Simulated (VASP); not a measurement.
For cubic KI (rock salt), LDA (Ceperley-Alder, Perdew-Zunger), VASP's LDA PAW potentials (set 64) (VASP) gives ε∞ = 3.12, a static ε₀ = 5.04 and a transverse optical mode at 115 cm⁻¹.

Estimate the longitudinal optical frequency at Γ.

By the Lyddane-Sachs-Teller relation, ω_LO = ω_TO √(ε₀/ε∞) = 115 × √(5.04/3.12) = 146 cm⁻¹.

Measured: ε∞ 2.65 at 297 K (computed value off by +17.7 %), as given by H. H. Li, Journal of Physical and Chemical Reference Data (1976), doi:10.1063/1.555536 [long-wavelength limit of the electronic terms of a dispersion formula fitted to measured refractive indices over 0.25-50.0 um; lattice terms left out].

The compound is KI in the rock salt structure. It was relaxed first, which changed the volume by -10 %.
